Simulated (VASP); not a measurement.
Consider the following.

```xyz
2
Lattice="0.0000 2.1776 2.1776 2.1776 0.0000 2.1776 2.1776 2.1776 0.0000" Properties=species:S:1:pos:R:3 pbc="T T T"
Nb     0.0000     0.0000     0.0000
N      2.1776     2.1776     2.1776
```

Calculation: LDA (Ceperley-Alder, Perdew-Zunger), VASP's LDA PAW potentials (set 64) (plane waves; VASP). Run with 520 eV cut-off, Gaussian smearing of 0.050 eV, potentials Nb_sv N.

**Question.** Give the energies of bands 6 to 12 at the high-symmetry points, in eV from the Fermi level.

**Answer.** 
| band | Γ | X | U | L | W |
|---|---|---|---|---|---|
| 6 | -3.39 | -5.73 | -6.93 | -9.33 | -6.84 |
| 7 | -3.39 | -5.23 | -6.01 | -7.25 | -6.08 |
| 8 | -3.39 | -4.02 | -5.75 | -7.25 | -6.08 |
| 9 | -2.09 | -4.02 | -1.96 | 1.57 | -0.10 |
| 10 | -2.09 | 1.65 | 2.11 | 1.57 | -0.10 |
| 11 | -2.09 | 2.96 | 2.28 | 2.10 | 2.98 |
| 12 | -0.17 | 2.96 | 4.37 | 4.64 | 3.72 |

It has no gap at this level: it comes out as a metal or semimetal.

The compound is NbN in the rock salt structure, the cubic δ form, which competes with hexagonal ones. It was relaxed first.
